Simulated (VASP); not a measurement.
The input files of a VASP run:

POSCAR:
```
BaO
3.9075160
  0.0000000000   0.7071068474   0.7071068474
  0.7071068474   0.0000000000   0.7071068474
  0.7071068474   0.7071068474   0.0000000000
Ba O
1 1
Cart
  0.0000000000   0.0000000000   0.0000000000
  0.7071068474   0.7071068474   0.7071068474
```

KPOINTS:
```
kpoints
0
G
8 8 8
```

**INCAR**
```
LUSE_VDW = .TRUE.
ALGO = Normal   ! blocked Davidson
NELM = 100   ! most electronic steps
EDIFF = 1E-7
ENCUT = 520   ! plane-wave cut-off (eV)
PREC = Accurate
LWAVE = .FALSE.
LMAXMIX = 4   ! l cut-off of mixed one-centre charges
LCHARG = .FALSE.
SIGMA = 0.05
ISIF = 2   ! forces and stress, cell fixed
PARAM2 = 0.22
AGGAC = 0.0
SYSTEM = BaO
ISMEAR = 0   ! Gaussian
GGA = BO
LREAL = .FALSE.
LASPH = .TRUE.
PARAM1 = 0.1833333333
```

POTCAR, in this order: Ba_sv O (PBE.64 set). Program: vasp_std.

### Question
Write an equivalent input for Quantum ESPRESSO's pw.x.

### Answer
One equivalent input (not run):
```
&CONTROL
  calculation = 'scf'
  pseudo_dir = './pseudo'
  outdir = './out'
  tprnfor = .true.
  tstress = .true.
/
&SYSTEM
  ibrav = 0
  nat = 2
  ntyp = 2
  ecutwfc = 84
  occupations = 'smearing'
  smearing = 'gaussian'
  degauss = 0.003675
  input_dft = 'vdw-df-obk8'
/
&ELECTRONS
  conv_thr = 7.3e-09
  electron_maxstep = 100
/
ATOMIC_SPECIES
  Ba 137.327 Ba.upf
  O 15.999 O.upf
CELL_PARAMETERS angstrom
     0.0000000    2.7630313    2.7630313
     2.7630313    0.0000000    2.7630313
     2.7630313    2.7630313    0.0000000
ATOMIC_POSITIONS crystal
  Ba   0.0000000  0.0000000  0.0000000
  O    0.5000000  0.5000000  0.5000000
K_POINTS automatic
  8 8 8 0 0 0
```
Limits of the translation: the potentials are each code's own (VASP's PAW set, PseudoDojo norm-conserving files in pw.x), so ENCUT and ecutwfc are chosen apart and not converted; conv_thr bounds pw.x's estimated SCF error, while EDIFF bounds the energy change between steps.

The compound is BaO in the rock salt structure. This cell is one point of a volume scan, at 0.97 of the reference volume.
